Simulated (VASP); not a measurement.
Consider the following.

```
CELL_PARAMETERS angstrom
      3.95238     0.00000     0.00000
      0.00000     3.95238     0.00000
      0.00000     0.00000     3.95238
ATOMIC_POSITIONS crystal
  Ti 0.00000 0.00000 0.00000
  Pt 0.00000 0.50000 0.50000
  Pt 0.50000 0.00000 0.50000
  Pt 0.50000 0.50000 0.00000
```

Calculation: optB88-vdW, VASP's PBE PAW potentials (set 64) (plane waves; VASP). Run with 520 eV cut-off, Gaussian smearing of 0.050 eV, potentials Ti_sv Pt.

Q: Give the energies of bands 11 to 24 at the high-symmetry points, in eV from the Fermi level.

A: 
| band | Γ | X | M | R |
|---|---|---|---|---|
| 11 | -6.34 | -4.79 | -4.55 | -4.25 |
| 12 | -3.45 | -4.44 | -4.55 | -3.47 |
| 13 | -3.45 | -4.12 | -4.11 | -3.47 |
| 14 | -3.45 | -4.12 | -4.11 | -3.47 |
| 15 | -1.64 | -3.40 | -3.91 | -2.91 |
| 16 | -1.64 | -2.93 | -3.04 | -2.91 |
| 17 | -0.56 | -2.55 | -2.96 | -0.66 |
| 18 | -0.02 | -2.55 | -2.96 | -0.48 |
| 19 | -0.02 | -2.49 | -2.24 | -0.48 |
| 20 | -0.02 | -1.35 | -2.22 | -0.48 |
| 21 | 1.24 | -0.24 | -2.15 | -0.47 |
| 22 | 1.24 | -0.24 | 0.14 | -0.47 |
| 23 | 1.71 | -0.01 | 0.14 | -0.47 |
| 24 | 1.71 | 0.41 | 0.30 | 1.05 |

It has no gap at this level: it comes out as a metal or semimetal.

The compound is Pt3Ti in the L1_2 structure. It was relaxed first.
